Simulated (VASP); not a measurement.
# Rb3Ba (Fm-3m) in VASP: a series of runs, part 2 of 2

VASP 6.6.1. Earlier steps stand in the parts before.

**3. Single point, PBE, collinear spin, twin_end start**

Input file INCAR:

```
ALGO = Fast ; EDIFF = 1E-7
ENCUT = 520 ; GGA = PE
ISIF = 2 ; ISMEAR = 0
ISPIN = 2 ; LASPH = T
LCHARG = F ; LORBIT = 11
LREAL = F ; LWAVE = F
MAGMOM = 0.13 0.13 0.15 0.66 ; NBANDS = 30
NELM = 150 ; NUPDOWN = 2.0
PREC = Accurate ; SIGMA = 0.1
```

Input file KPOINTS:

```
k-points
0
Gamma
  1 1 1
```

Input file POSCAR:

```
Rb3Ba
1.0
    0.0000000000      5.5144300000      5.5144300000
    5.5144300000      0.0000000000      5.5144300000
    5.5144300000      5.5144300000      0.0000000000
Rb Ba
3 1
Direct
    0.2500000000      0.2500000000      0.2500000000
    0.7500000000      0.7500000000      0.7500000000
    0.5000000000      0.5000000000      0.5000000000
    0.0000000000      0.0000000000      0.0000000000
```

Potentials or basis: VASP PAW PBE potentials, release 64 (Rb_sv, Ba_sv).

Started as:

```bash
$ cat potpaw_PBE.64/Rb_sv/POTCAR potpaw_PBE.64/Ba_sv/POTCAR > POTCAR
$ mpirun -np 1 vasp_gam > vasp.out
```

OUTCAR:

```text
EDIFF = 1E-7
   ENCUT = 520
   GGA = PE
   ISIF = 2
   ISMEAR = 0
   ISPIN = 2
   LASPH = T
   LORBIT = 11
   LREAL = F
   NELM = 150
   NUPDOWN = 2.0
   PREC = Accurate

 ion  position               nearest neighbor table
   1  0.250  0.250  0.250-   4 4.78   4 4.78   4 4.78   3 4.78   4 4.78   3 4.78   3 4.78   3 4.78
                             2 5.51   2 5.51   2 5.51   2 5.51   2 5.51   2 5.51
   2  0.750  0.750  0.750-   3 4.78   3 4.78   3 4.78   3 4.78   4 4.78   4 4.78   4 4.78   4 4.78
                             1 5.51   1 5.51   1 5.51   1 5.51   1 5.51   1 5.51
   3  0.500  0.500  0.500-   1 4.78   1 4.78   1 4.78   1 4.78   2 4.78   2 4.78   2 4.78   2 4.78

   4  0.000  0.000  0.000-   2 4.78   2 4.78   2 4.78   1 4.78   2 4.78   1 4.78   1 4.78   1 4.78

  LATTYP: Found a face centered cubic cell.
 ALAT       =    11.0288600000

  Lattice vectors:

 A1 = (   0.0000000000,   5.5144300000,   5.5144300000)
 A2 = (   5.5144300000,   0.0000000000,   5.5144300000)
 A3 = (   5.5144300000,   5.5144300000,   0.0000000000)

Analysis of symmetry for initial positions (statically):
=====================================================================
 Subroutine PRICEL returns:
 Original cell was already a primitive cell.

 Routine SETGRP: Setting up the symmetry group for a
 face centered cubic supercell.

 Subroutine GETGRP returns: Found 48 space group operations
 (whereof 48 operations were pure point group operations)
 out of a pool of 48 trial point group operations.

The static configuration has the point symmetry O_h .

Analysis of symmetry for dynamics (positions and initial velocities):
=====================================================================
 Subroutine PRICEL returns:
 Original cell was already a primitive cell.

 Routine SETGRP: Setting up the symmetry group for a
 face centered cubic supercell.

 Subroutine GETGRP returns: Found 48 space group operations
[... 144 lines left out ...]
  free energy    TOTEN  =        -3.55517692 eV

  energy without entropy =       -3.44860509  energy(sigma->0) =       -3.50189101

 E-fermi :   1.2459     XC(G=0):  -5.8159

 val. band max:        0.7351734315   @ k =   0.0000   0.0000   0.0000
 cond. band min:       1.0522974856   @ k =   0.0000   0.0000   0.0000
 fundamental gap:      0.3171240541
 Fermi energy:         0.9839315315

 spin component 1

 k-point     1 :       0.0000    0.0000    0.0000
  band No.  band energies     occupation
      1     -28.6443      1.00000
      2     -28.5906      1.00000
      3     -28.5075      1.00000
      4     -28.5068      1.00000
      5     -13.8891      1.00000
      6     -13.8891      1.00000
[... 22 lines left out ...]
     29       3.4970      0.00000
     30       3.5144      0.00000
 Fermi energy:         1.2459121051

 spin component 2

 k-point     1 :       0.0000    0.0000    0.0000
  band No.  band energies     occupation
      1     -28.5677      1.00000
      2     -28.5085      1.00000
      3     -28.4863      1.00000
      4     -28.4857      1.00000
      5     -13.6651      1.00000
      6     -13.6651      1.00000
[... 22 lines left out ...]
     29       3.4573      0.00000
     30       4.2398      0.00000

------------------------ aborting loop because EDIFF is reached ----------------------------------------

  FORCE on cell =-STRESS in cart. coord.  units (eV):
  Direction    XX          YY          ZZ          XY          YZ          ZX
  --------------------------------------------------------------------------------------
  -------------------------------------------------------------------------------------
  Total       -2.7643412     -2.7643412     -2.7643412      0.0000000      0.0000000     -0.0000000
  in kB      -13.2059711    -13.2059711    -13.2059711      0.0000000      0.0000000     -0.0000000
  external PRESSURE =     -13.2059711 kB  Pullay stress =       0.0000000 kB

 VOLUME and BASIS-vectors are now :
 -----------------------------------------------------------------------------
  energy-cutoff  :      520.00
  volume of cell :      335.38
      direct lattice vectors                 reciprocal lattice vectors
     0.000000000  5.514430000  5.514430000    -0.090671203  0.090671203  0.090671203
     5.514430000  0.000000000  5.514430000     0.090671203 -0.090671203  0.090671203
     5.514430000  5.514430000  0.000000000     0.090671203  0.090671203 -0.090671203

 POSITION                                       TOTAL-FORCE (eV/Angst)
 -----------------------------------------------------------------------------------
      2.75721      2.75721      2.75721        -0.000000     -0.000000      0.000000
      8.27164      8.27164      8.27164         0.000000      0.000000     -0.000000
      5.51443      5.51443      5.51443        -0.000000      0.000000     -0.000000
      0.00000      0.00000      0.00000        -0.000000      0.000000     -0.000000
 -----------------------------------------------------------------------------------
    total drift:                                0.000000      0.000000     -0.000000

  FREE ENERGIE OF THE ION-ELECTRON SYSTEM (eV)
  ---------------------------------------------------
  free  energy   TOTEN  =        -3.5551769234 eV

  energy  without entropy=       -3.4486050892  energy(sigma->0) =       -3.50189101

 total charge

# of ion       s       p       d       tot
------------------------------------------
    1        1.951   5.321   0.027   7.299
    2        1.951   5.321   0.027   7.299
    3        1.950   5.311   0.043   7.303
    4        2.006   5.503   0.482   7.991
--------------------------------------------------
tot          7.858  21.456   0.580  29.894

 magnetization (x)

# of ion       s       p       d       tot
------------------------------------------
    1       -0.002  -0.000   0.027   0.025
    2       -0.002  -0.000   0.027   0.025
    3       -0.002  -0.001   0.029   0.027
    4        0.003  -0.004   0.309   0.307
--------------------------------------------------
tot         -0.002  -0.005   0.391   0.384
```

OSZICAR:

```text
N       E                     dE             d eps       ncg     rms          rms(c)
DAV:   1     0.422138292842E+03    0.42214E+03   -0.15160E+04   120   0.101E+03
DAV:   2     0.525829675051E+02   -0.36956E+03   -0.35561E+03   220   0.207E+02
[... 16 lines left out ...]
RMM:  19    -0.355517468462E+01   -0.26025E-05   -0.25754E-05   183   0.856E-03    0.117E-03
RMM:  20    -0.355517578938E+01   -0.11048E-05   -0.11545E-05   171   0.545E-03    0.739E-04
RMM:  21    -0.355517639444E+01   -0.60506E-06   -0.59536E-06   159   0.401E-03    0.286E-04
RMM:  22    -0.355517668094E+01   -0.28650E-06   -0.27579E-06   154   0.286E-03    0.387E-04
RMM:  23    -0.355517684490E+01   -0.16396E-06   -0.15872E-06   141   0.195E-03    0.243E-04
RMM:  24    -0.355517692340E+01   -0.78496E-07   -0.73974E-07   136   0.148E-03
   1 F= -.35551769E+01 E0= -.35018910E+01  d E =-.106572E+00  mag=     2.0000
```

stdout:

```text
POSCAR found type information on POSCAR RbBa
 POSCAR found :  2 types and       4 ions
 scaLAPACK will be used
 LDA part: xc-table for (Slater+PW92), standard interpolation
 POSCAR, INCAR and KPOINTS ok, starting setup
 FFT: planning ... GRIDC
 FFT: planning ... GRID_SOFT
 FFT: planning ... GRID
 WAVECAR not read
 entering main loop
WARNING in EDDRMM: call to ZHEGV failed, returncode =   6  3     20
```

Run time: 1.7 min. Hardware: 1 thread of Intel Xeon 6975P-C (Granite Rapids), shared host; peak memory 0.61 GiB.

Results:

```yaml
Free_energy: -3.5552 eV
Pressure: -1.3 GPa
Net_moment: 2.00 μB per cell
Site_moments: Rb +0.03; Ba +0.31 μB
Valence_electrons_inside_the_program's_atomic_spheres: Rb 7.30; Ba 7.99
```

Caveat: the k mesh is coarse (spacing up to 0.99 Å⁻¹), so the values aren't converged; the total moment is fixed, so each spin has its own Fermi level.

**4. Single point, RPBE**

Input file INCAR:

```
PREC     = Accurate       # precision mode
ENCUT    = 520            # plane-wave cutoff, eV
EDIFF    = 1E-6           # SCF threshold, eV
ISMEAR   = 0              # smearing method
SIGMA    = 0.1            # smearing width, eV
LREAL    = False          # projectors in reciprocal space
LASPH    = True           # aspherical terms in the spheres
NELM     = 100            # most SCF steps
ALGO     = Fast           # electronic algorithm
ISIF     = 2              # what is computed and relaxed
LWAVE    = False          # write WAVECAR
LCHARG   = True           # write CHGCAR
GGA      = RP             # functional
LELF     = True           # ELF
LVHAR    = True         
NBANDS   = 26             # bands
```

Input file KPOINTS:

```
Automatic mesh
0
Gamma
  2 2 2
```

POSCAR is that of step 3.

Started as:

```bash
$ cat potpaw_PBE.64/Rb_sv/POTCAR potpaw_PBE.64/Ba_sv/POTCAR > POTCAR
$ mpirun -np 1 vasp_std > vasp.out
```

Wall time 61 s (1 thread of Intel Xeon 6975P-C (Granite Rapids), shared host); peak memory 0.46 GiB.

Results (log left out):

| Property | Result |
| --- | --- |
| Free energy | -3.9084 eV |
| Pressure | 0.2 GPa |
| Band gap on the k mesh | none (metal or under the smearing width) |

Levels at points of the mesh, in eV from the Fermi level:
| k point | band 16 | band 17 | band 18 | band 19 | band 20 | band 21 |
| --- | --- | --- | --- | --- | --- | --- |
| (0.00, 0.00, 0.00) | -12.60 | -2.13 | 0.53 | 0.53 | 0.59 | 0.59 |
| (0.50, 0.00, 0.00) | -12.61 | -1.17 | -0.84 | 0.50 | 0.50 | 0.68 |
| (0.50, 0.50, 0.00) | -12.61 | -0.84 | -0.55 | -0.10 | -0.05 | 0.83 |

Caveat: the k mesh is coarse (spacing up to 0.49 Å⁻¹), so the values aren't converged; the PAW data sets were made with another functional, which shifts forces and pressure a little. Spin-orbit coupling is left out, which matters for the levels of Ba.

**5. Overview**

```csv
level,spin,fixed moment (μB),k mesh,gap on the mesh (eV),pressure (GPa)
PBE,off,-,2 × 2 × 2,none,-0.2
PBE,"collinear, twin_end start",2.0,1 × 1 × 1,-,-1.3
RPBE,off,-,2 × 2 × 2,none,0.2
```

Alike in all rows: task single point; potentials or basis VASP PAW PBE potentials, release 64 (Rb_sv, Ba_sv); cell as given; cutoff (eV) 520; smearing gaussian 0.1 eV; the mesh is coarse, so values aren't converged.

Caveats: all runs use coarse meshes; the total moment is fixed, so each spin has its own Fermi level (some runs); the PAW data sets were made with another functional, which shifts forces and pressure a little (some runs).

Absolute energies hang on the potentials; compare differences alone.
